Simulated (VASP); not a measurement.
Data:

```
Tl
1.0
    3.54268     0.00000     0.00000
   -1.77134     3.06805     0.00000
    0.00000     0.00000    26.21515
Tl
4
Direct
  0.66667   0.33333   0.45032
  0.33333   0.66667   0.34725
  0.66667   0.33333   0.65275
  0.33333   0.66667   0.54968
```

Computed with r2SCAN meta-GGA, VASP's PBE PAW potentials (set 64) (plane waves; VASP). Numerical set-up: PREC = Normal, 400 eV cut-off, 9×9×1 Γ-centred mesh, first-order Methfessel-Paxton smearing of 0.10 eV, potentials Tl_d.

Unless said otherwise, spin-orbit coupling is left out, though it shifts the bands of the heavy elements here.

What does the run give for the energy per atom (σ→0), band gap (on the k-mesh) with the smallest direct gap where there is one?

```yaml
band gap (on the k-mesh): none (metal, semimetal or under 0.01 eV)
energy per atom (σ→0): -53.070 eV/atom
```

The cell is a thin slab with vacuum, built from Tl (hcp): (001) face.
